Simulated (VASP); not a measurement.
# How strain moves the gap of CO2, part 3 of 4

Aim: follow the gap and pressure of CO2 through compression, expansion and shear. All runs use LDA. Left out of this account: 1 further run (self-consistent run: a reference on another mesh). The start is a computed cell from the Materials Project.

VASP 6.6.1; LDA; plane waves and PAW (C, O).

So far, least gap on mesh and path (eV): step 2 (bands, cell as listed) 7.38; step 3 (cell volume +4.0 %) 7.23; step 4 (cell volume +8.0 %) 7.01.

## 5. Bands, sheared, principal strains -2.8, -1.1, +4.0 %

The cell is sheared at fixed volume, which lowers its symmetry.

INCAR

```
SYSTEM = CO2
PREC = Accurate
ENCUT = 520
EDIFF = 1E-06
NELM = 100
ISMEAR = -1
SIGMA = 0.05
LREAL = .FALSE.
ALGO = Normal
GGA = CA
NBANDS = 32
LORBIT = 11
LWAVE = .FALSE.
LCHARG = .FALSE.
KPAR = 4
```

POSCAR

```
CO2
1.0
   -1.8800080000      1.9274030000      2.9625290000
    2.0675040000     -1.9232580000      3.0826560000
    1.9272590000      1.9705080000     -2.9598130000
C O
2 4
Direct
    0.7500000000      0.2500000000      0.5000000000
    0.0000000000      0.0000000000      0.0000000000
    0.7097980000      0.1250000000      0.0847980000
    0.0402020000      0.6250000000      0.9152020000
    0.3750000000      0.2902020000      0.4152020000
    0.8750000000      0.9597980000      0.5847980000
```

KPOINTS

```
Automatic mesh
0
Gamma
9 9 9
0 0 0
```

KPOINTS_OPT

```
Line mode
16
Line-mode
Reciprocal
  0.00000000   0.50000000  -0.50000000 X
  0.00000000   0.00000000   0.00000000 GAMMA

  0.00000000   0.00000000   0.00000000 GAMMA
  0.00000000  -0.50000000   0.00000000 Y

  0.00000000   0.00000000  -0.50000000 L
  0.00000000   0.00000000   0.00000000 GAMMA

  0.00000000   0.00000000   0.00000000 GAMMA
 -0.50000000   0.00000000   0.50000000 Z

 -0.50000000   0.50000000   0.00000000 N
  0.00000000   0.00000000   0.00000000 GAMMA

  0.00000000   0.00000000   0.00000000 GAMMA
 -0.50000000  -0.50000000   0.50000000 M

 -0.50000000   0.00000000   0.00000000 R
  0.00000000   0.00000000   0.00000000 GAMMA
```

PAW data sets: C and O (LDA family, release 64).

Launch:

```sh
$ mpirun -np 4 vasp_std
```

The log of the run:

```text
[... set-up lines as in an earlier step ...]
 entering main loop
       N       E                     dE             d eps       ncg     rms          rms(c)
DAV:   1     0.130391994579E+03    0.13039E+03   -0.17631E+04 23360   0.992E+02
DAV:   2    -0.457489440028E+02   -0.17614E+03   -0.16856E+03 28752   0.254E+02
DAV:   3    -0.520022201509E+02   -0.62533E+01   -0.62150E+01 28448   0.437E+01
DAV:   4    -0.520345307312E+02   -0.32311E-01   -0.32309E-01 25216   0.358E+00
DAV:   5    -0.520347360439E+02   -0.20531E-03   -0.20531E-03 28872   0.257E-01    0.128E+01
DAV:   6    -0.489916296679E+02    0.30431E+01   -0.37645E+00 24976   0.158E+01    0.501E+00
DAV:   7    -0.489030878034E+02    0.88542E-01   -0.62422E-01 27072   0.448E+00    0.284E+00
DAV:   8    -0.488502040669E+02    0.52884E-01   -0.62475E-02 25608   0.193E+00    0.510E-01
DAV:   9    -0.488464845820E+02    0.37195E-02   -0.10087E-02 27784   0.776E-01    0.195E-01
DAV:  10    -0.488462841864E+02    0.20040E-03   -0.15716E-03 25408   0.234E-01    0.569E-02
DAV:  11    -0.488462513641E+02    0.32822E-04   -0.10050E-04 27800   0.721E-02    0.204E-02
DAV:  12    -0.488462512738E+02    0.90286E-07   -0.12673E-05 26008   0.214E-02    0.787E-03
DAV:  13    -0.488462514975E+02   -0.22371E-06   -0.60328E-07 14680   0.513E-03
   1 F= -.48846251E+02 E0= -.48846251E+02  d E =-.107515E-10
 Start KPOINTS_OPT (optional k-point list driver)
k-point batch [1-112\112]
       N       E                     dE             ncg
DAV:   1     0.114875998266E+05   -0.64307E+05     7168
DAV:   2    -0.758675067366E+04   -0.19074E+05     8856
DAV:   3    -0.828317840458E+04   -0.69643E+03     8728
DAV:   4    -0.828683300317E+04   -0.36546E+01     7816
DAV:   5    -0.828685612348E+04   -0.23120E-01     8944
DAV:   6    -0.828685634385E+04   -0.22037E-03     8176
DAV:   7    -0.828685634633E+04   -0.24746E-05     7400
DAV:   8    -0.828685634653E+04   -0.20053E-06     5448
```

Wall time 61 s (4 MPI ranks of Intel Xeon 6975P-C (Granite Rapids), shared host); peak memory 2.8 GiB.

OUTCAR, selected parts (step 5):

```text
   k-points           NKPTS =    365   k-points in BZ     NKDIM =    365   number of bands    NBANDS=     32

   ENCUT  =  520.0 eV  38.22 Ry    6.18 a.u.   7.44  7.77  7.52*2*pi/ulx,y,z

   NELECT =      32.0000    total number of electrons

 E-fermi :   3.1808

 k-point     1 :       0.0000    0.0000    0.0000
  band No.  band energies     occupation
    ...
     12       0.6272      2.00000
     13       0.8531      2.00000
     14       0.9220      2.00000
     15       1.1653      2.00000
     16       1.5413      2.00000
     17       9.2245      0.00000
     18       9.9262      0.00000
     19      11.0117      0.00000
     20      11.8586      0.00000
     21      13.9426      0.00000
    ...

  Total       -4.2156561     -1.7205675     -3.4446057     -1.3570399     -0.0199424     -4.6875731
  in kB     -143.6646612    -58.6349407   -117.3881593    -46.2463442     -0.6796147   -159.7470446
  external PRESSURE =    -106.5625871 kB  Pullay stress =       0.0000000 kB

 POSITION                                       TOTAL-FORCE (eV/Angst)
 -----------------------------------------------------------------------------------
      0.07050      1.94999      1.51265         0.576984      0.214601      0.381219
      0.00000      0.00000      0.00000        -0.813693      0.239673     -0.080605
     -0.91256      1.29475      2.23714         0.414252      0.140138     -0.089397
      2.98044      0.67886     -0.66307        -0.269795     -0.227514     -0.063502
      0.69519      0.98280      0.77662        -0.456738     -0.560587     -0.851611
      1.46644      0.99289      3.82005         0.548990      0.193689      0.703895
 -----------------------------------------------------------------------------------
    total drift:                               -0.000029      0.000032     -0.000048

  FREE ENERGIE OF THE ION-ELECTRON SYSTEM (eV)
  ---------------------------------------------------
  free  energy   TOTEN  =       -48.8462514975 eV

  energy  without entropy=      -48.8462514975  energy(sigma->0) =      -48.84625150

[... 15 further parts left out ...]
```

The path and its labels are those of the sheared lattice, so a letter need not mean the same point as in the unstrained cell.

This step gave:

| Item | Value |
| --- | --- |
| irreducible k-points | 365 |
| symmetry operations | 1 |
| free energy (TOTEN) | -48.85 eV |
| Fermi energy | 3.181 eV |
| pressure | -10.66 GPa |
| least gap on mesh and path | 6.966 eV |
| least direct gap on mesh and path | 7.252 eV |
| valence top at k | -0.5, 0, 0.5 |
| conduction bottom at k | 0.2222, -0.3333, 0.2222 |
| least direct gap at k | 0, 0.5, -0.5 |

Electronic bands along the path, in eV, zero at the valence-band top; v1 is the highest filled band, c1 the lowest empty one:

```csv
point,v4,v3,v2,v1,c1,c2,c3,c4
X,-1.85,-1.57,-0.49,-0.14,7.11,9.20,9.61,10.26
0.47 of the way,-1.80,-1.14,-0.81,-0.55,7.20,8.54,9.28,10.28
Γ,-1.26,-1.19,-0.95,-0.57,7.11,7.81,8.90,9.74
0.53 of the way,-1.76,-1.07,-0.89,-0.61,7.56,8.58,9.15,10.05
Y,-1.98,-1.30,-0.77,-0.29,7.66,9.07,9.26,10.21
jump to L,-1.03,-0.79,-0.63,-0.55,7.90,9.24,9.35,9.66
0.53 of the way,-1.42,-1.27,-0.97,-0.71,7.51,8.41,9.30,10.37
Γ,-1.26,-1.19,-0.95,-0.57,7.11,7.81,8.90,9.74
0.53 of the way,-1.68,-1.24,-0.89,-0.41,7.45,8.12,9.06,10.38
Z,-2.00,-1.70,-0.43,0.00,7.54,8.17,9.49,10.32
jump to N,-1.05,-0.70,-0.64,-0.43,7.31,8.89,9.60,9.81
0.47 of the way,-1.40,-1.32,-0.78,-0.76,7.12,8.66,9.44,10.08
Γ,-1.26,-1.19,-0.95,-0.57,7.11,7.81,8.90,9.74
0.47 of the way,-1.97,-1.69,-0.79,-0.57,7.85,8.52,8.89,10.16
M,-2.98,-2.69,-0.25,-0.07,7.89,8.60,10.26,10.34
jump to R,-1.84,-1.56,-0.50,-0.15,7.36,9.17,9.43,10.11
0.53 of the way,-1.70,-1.14,-0.81,-0.65,7.31,8.57,9.04,10.02
Γ,-1.26,-1.19,-0.95,-0.57,7.11,7.81,8.90,9.74
```

Of the projections kept (C, O), the largest for each band there; the rest of the weight can lie on other orbitals:

```csv
point,v4,v3,v2,v1,c1,c2,c3,c4
X,O 0.95,O 0.99,O 0.99,O 0.96,C 0.65,C 0.55,C 0.55,C 0.59
Γ,O 0.91,O 0.99,O 0.96,O 0.99,C 0.64,C 0.57,C 0.67,C 0.53
Y,O 0.95,O 0.99,O 0.99,O 0.96,C 0.67,C 0.54,C 0.62,C 0.51
L,O 0.97,O 0.96,O 0.97,O 0.96,C 0.58,C 0.61,C 0.58,C 0.57
Γ,O 0.91,O 0.99,O 0.96,O 0.99,C 0.64,C 0.57,C 0.67,C 0.53
Z,O 0.96,O 0.99,O 0.99,O 0.97,C 0.65,C 0.58,C 0.52,C 0.61
```

Force by atom:

```csv
atom,x (eV/Å),y (eV/Å),z (eV/Å),size
C1,0.58,0.21,0.38,0.72
C2,-0.81,0.24,-0.08,0.85
O3,0.41,0.14,-0.09,0.45
O4,-0.27,-0.23,-0.06,0.36
O5,-0.46,-0.56,-0.85,1.12
O6,0.55,0.19,0.70,0.91
```

The gap is 6.97 eV, indirect. The path differs from that of the listed cell and a band edge lies off the zone's corner points, so the two gaps may rest on unlike samples; on the common mesh the gap moves by -0.41 eV. The pressure is -10.66 GPa, and the symmetry operations fall from 8 to 1.

## 6. Bands, volume times 0.96

The cell is compressed evenly, with fractional positions held.

INCAR is that of step 5.

POSCAR, as its differences from that of step 5:

```diff
@@ -2,5 +2,5 @@
 1.0
-   -1.8800080000      1.9274030000      2.9625290000
-    2.0675040000     -1.9232580000      3.0826560000
-    1.9272590000      1.9705080000     -2.9598130000
+   -1.9480382284      1.9480382284      2.9733224929
+    1.9480382284     -1.9480382284      2.9733224929
+    1.9480382284      1.9480382284     -2.9733224929
 C O
```

KPOINTS is that of step 5.

KPOINTS_OPT

```
Line mode
16
Line-mode
Reciprocal
  0.00000000   0.00000000   0.00000000 GAMMA
  0.00000000   0.00000000   0.50000000 X

  0.00000000   0.00000000   0.50000000 X
 -0.21462530   0.21462530   0.50000000 Y

 -0.21462530   0.21462530   0.50000000 Y
 -0.35731265   0.35731265   0.35731265 S

 -0.35731265   0.35731265   0.35731265 S
  0.00000000   0.00000000   0.00000000 GAMMA

  0.00000000   0.00000000   0.00000000 GAMMA
  0.50000000   0.50000000  -0.50000000 Z

  0.50000000   0.50000000  -0.50000000 Z
  0.35731265   0.64268735  -0.35731265 S1

  0.35731265   0.64268735  -0.35731265 S1
  0.00000000   0.50000000   0.00000000 N

  0.00000000   0.50000000   0.00000000 N
  0.25000000   0.25000000   0.25000000 P

  0.25000000   0.25000000   0.25000000 P
  0.50000000   0.50000000  -0.21462530 Y1

  0.50000000   0.50000000  -0.21462530 Y1
  0.50000000   0.50000000  -0.50000000 Z

  0.00000000   0.00000000   0.50000000 X
  0.25000000   0.25000000   0.25000000 P
```

Launch:

```sh
$ mpirun -np 4 vasp_std
```

The log of the run:

```text
[... set-up lines as in an earlier step ...]
 entering main loop
       N       E                     dE             d eps       ncg     rms          rms(c)
DAV:   1     0.129694151760E+03    0.12969E+03   -0.17734E+04  4800   0.997E+02
DAV:   2    -0.462601452767E+02   -0.17595E+03   -0.16874E+03  5792   0.257E+02
DAV:   3    -0.522949700260E+02   -0.60348E+01   -0.59994E+01  5880   0.432E+01
DAV:   4    -0.523250889097E+02   -0.30119E-01   -0.30117E-01  5120   0.348E+00
DAV:   5    -0.523252734854E+02   -0.18458E-03   -0.18458E-03  5896   0.245E-01    0.130E+01
DAV:   6    -0.492470443057E+02    0.30782E+01   -0.38144E+00  4992   0.157E+01    0.505E+00
DAV:   7    -0.491521404633E+02    0.94904E-01   -0.61982E-01  5664   0.450E+00    0.283E+00
DAV:   8    -0.491019574694E+02    0.50183E-01   -0.60008E-02  5080   0.188E+00    0.515E-01
DAV:   9    -0.490978245901E+02    0.41329E-02   -0.10204E-02  5552   0.824E-01    0.214E-01
DAV:  10    -0.490975553523E+02    0.26924E-03   -0.16518E-03  5304   0.240E-01    0.543E-02
DAV:  11    -0.490975248374E+02    0.30515E-04   -0.92889E-05  5680   0.654E-02    0.188E-02
DAV:  12    -0.490975254592E+02   -0.62175E-06   -0.11502E-05  5528   0.194E-02    0.481E-03
DAV:  13    -0.490975251825E+02    0.27672E-06   -0.10309E-06  3008   0.641E-03
   1 F= -.49097525E+02 E0= -.49097525E+02  d E =-.722535E-10
 Start KPOINTS_OPT (optional k-point list driver)
k-point batch [1-75\176]
       N       E                     dE             ncg
DAV:   1    -0.175483342900E+04   -0.62847E+05     4800
DAV:   2    -0.147972411935E+05   -0.13042E+05     6000
DAV:   3    -0.152645293194E+05   -0.46729E+03     5784
DAV:   4    -0.152669010269E+05   -0.23717E+01     5232
DAV:   5    -0.152669154794E+05   -0.14453E-01     5952
DAV:   6    -0.152669156132E+05   -0.13379E-03     5320
DAV:   7    -0.152669156147E+05   -0.14294E-05     4704
DAV:   8    -0.152669156148E+05   -0.14272E-06     3760
[...]
k-point batch [151-176\176]
       N       E                     dE             ncg
DAV:   1     0.553011655173E+05   -0.31127E+05     1664
DAV:   2     0.506307056572E+05   -0.46705E+04     2016
DAV:   3     0.504639822421E+05   -0.16672E+03     2000
DAV:   4     0.504631609008E+05   -0.82134E+00     1848
DAV:   5     0.504631560446E+05   -0.48563E-02     2000
DAV:   6     0.504631560001E+05   -0.44464E-04     1888
DAV:   7     0.504631559996E+05   -0.46744E-06     1584
```

Elapsed: 26 s, on 4 MPI ranks; peak memory 0.98 GiB.

From OUTCAR (step 6):

```text
   ENCUT  =  520.0 eV  38.22 Ry    6.18 a.u.   7.54  7.54  7.54*2*pi/ulx,y,z

   NELECT =      32.0000    total number of electrons

 E-fermi :   3.4240

 k-point     1 :       0.0000    0.0000    0.0000
  band No.  band energies     occupation
    ...
     12       1.1380      2.00000
     13       1.1380      2.00000
     14       1.4468      2.00000
     15       1.4468      2.00000
     16       1.8627      2.00000
     17       9.9285      0.00000
     18      11.7768      0.00000
     19      11.7768      0.00000
     20      12.1173      0.00000
     21      14.8063      0.00000
    ...

  Total       -0.1029102     -0.1029102     -0.6344692      0.0000000     -0.0000000      0.0000000
  in kB       -3.6531894     -3.6531894    -22.5228935      0.0000000     -0.0000000      0.0000000
  external PRESSURE =      -9.9430908 kB  Pullay stress =       0.0000000 kB

 POSITION                                       TOTAL-FORCE (eV/Angst)
 -----------------------------------------------------------------------------------
     -0.00000      1.94804      1.48666        -0.000000     -0.000000      0.000000
      0.00000      0.00000      0.00000        -0.000000     -0.000000     -0.000000
     -0.97402      1.30440      2.22999        -0.000000     -0.168012     -0.000000
      2.92206      0.64364     -0.74333         0.000000      0.168012     -0.000000
      0.64364      0.97402      0.74333         0.168012     -0.000000     -0.000000
      1.30440      0.97402      3.71665        -0.168012     -0.000000     -0.000000
 -----------------------------------------------------------------------------------
    total drift:                                0.000001      0.000001      0.000002

  FREE ENERGIE OF THE ION-ELECTRON SYSTEM (eV)
  ---------------------------------------------------
  free  energy   TOTEN  =       -49.0975251825 eV

  energy  without entropy=      -49.0975251824  energy(sigma->0) =      -49.09752518

[... 3 parts as in an earlier step ...]

[... 13 further parts left out ...]
```

This step gave:

```yaml
irreducible_k_points: 75
symmetry_operations: 8
free_energy_toten: -49.10 eV
fermi_energy: 3.424 eV
pressure: -0.9943 GPa
least_gap_on_mesh_and_path: 7.527 eV
least_direct_gap_on_mesh_and_path: 8.066 eV
valence_top_at_k: 0, 0.5, 0
conduction_bottom_at_k: 0, 0, 0
least_direct_gap_at_k: 0, 0, 0
```

The electronic bands at the labelled points (eV, zero at the valence-band top; v1 is the highest filled band, c1 the lowest empty one):

```csv
point,v4,v3,v2,v1,c1,c2,c3,c4
Γ,-1.26,-0.95,-0.95,-0.54,7.53,9.38,9.38,9.72
0.53 of the way,-1.31,-1.28,-0.75,-0.66,8.13,9.38,10.24,10.35
X,-0.72,-0.72,-0.52,-0.52,9.14,9.14,10.09,10.09
0.47 of the way,-0.71,-0.71,-0.54,-0.54,9.09,9.09,10.10,10.10
Y,-1.07,-1.07,-0.36,-0.36,8.88,8.88,10.37,10.37
0.47 of the way,-1.70,-1.16,-0.36,-0.21,8.40,9.11,10.49,10.81
S,-2.20,-1.22,-0.40,-0.14,8.17,9.23,10.57,11.10
0.47 of the way,-1.82,-1.09,-0.79,-0.50,7.86,9.72,10.00,10.53
Γ,-1.26,-0.95,-0.95,-0.54,7.53,9.38,9.38,9.72
0.47 of the way,-1.94,-1.68,-0.61,-0.61,8.82,9.25,9.25,10.71
Z,-2.94,-2.94,-0.05,-0.05,8.91,8.91,10.98,10.98
0.47 of the way,-2.56,-2.18,-0.13,-0.05,8.67,8.98,10.88,11.04
S1,-2.20,-1.22,-0.40,-0.14,8.17,9.23,10.57,11.10
0.47 of the way,-2.12,-0.94,-0.44,-0.29,8.12,9.54,10.05,10.91
N,-1.85,-1.52,-0.47,0.00,8.30,9.69,10.01,10.43
0.47 of the way,-1.40,-1.32,-0.60,-0.21,8.59,9.34,9.81,10.27
P,-0.90,-0.90,-0.61,-0.61,9.22,9.22,9.51,9.51
0.47 of the way,-0.94,-0.75,-0.58,-0.52,9.01,9.23,9.58,10.12
Y1,-1.07,-1.07,-0.36,-0.36,8.88,8.88,10.37,10.37
0.47 of the way,-1.89,-1.89,-0.15,-0.15,8.77,8.77,10.83,10.83
Z,-2.94,-2.94,-0.05,-0.05,8.91,8.91,10.98,10.98
jump to X,-0.72,-0.72,-0.52,-0.52,9.14,9.14,10.09,10.09
0.47 of the way,-0.78,-0.78,-0.57,-0.57,9.15,9.15,9.82,9.82
P,-0.90,-0.90,-0.61,-0.61,9.22,9.22,9.51,9.51
```

Of the projections kept (C, O), the largest for each band there; the rest of the weight can lie on other orbitals:

```csv
point,v4,v3,v2,v1,c1,c2,c3,c4
Γ,O 0.92,O 0.97,O 0.97,O 0.99,C 0.65,C 0.69,C 0.69,O 0.67
X,O 0.98,O 0.98,O 0.95,O 0.95,C 0.59,C 0.59,C 0.60,C 0.60
Y,O 0.94,O 0.94,O 0.99,O 0.99,C 0.61,C 0.61,C 0.58,C 0.58
S,O 0.87,O 0.95,O 1.00,O 1.00,C 0.65,C 0.56,C 0.54,C 0.55
Γ,O 0.92,O 0.97,O 0.97,O 0.99,C 0.65,C 0.69,C 0.69,O 0.67
Z,O 0.90,O 0.90,O 1.00,O 1.00,C 0.58,C 0.58,O 0.54,O 0.54
```

Force by atom:

```csv
atom,x (eV/Å),y (eV/Å),z (eV/Å),size
C1,0.000,0.000,0.000,0.000
C2,0.000,0.000,0.000,0.000
O3,0.000,-0.168,0.000,0.168
O4,0.000,0.168,0.000,0.168
O5,0.168,0.000,0.000,0.168
O6,-0.168,0.000,0.000,0.168
```

The gap is 7.53 eV, indirect, from N to Γ. That is +0.14 eV from the cell as listed. The pressure is -0.99 GPa.

(Part 3 of 4 ends here.)

[Lines on the potential files, build, host, timing and source positions are cut from VASP's logs without a mark.]

[Logs are printed without paths, hosts, clocks, repeated set-up lines and the standing remarks that a program may print on its own settings, such as how far it seeks lower states.]

[Hosts, paths, dates, database ids (printed as entryN), source tags and the programs' standing remarks are cut or masked in the printed files.]

[A measured line is paired with the nearest computed mode of its activity, which favours agreement.]
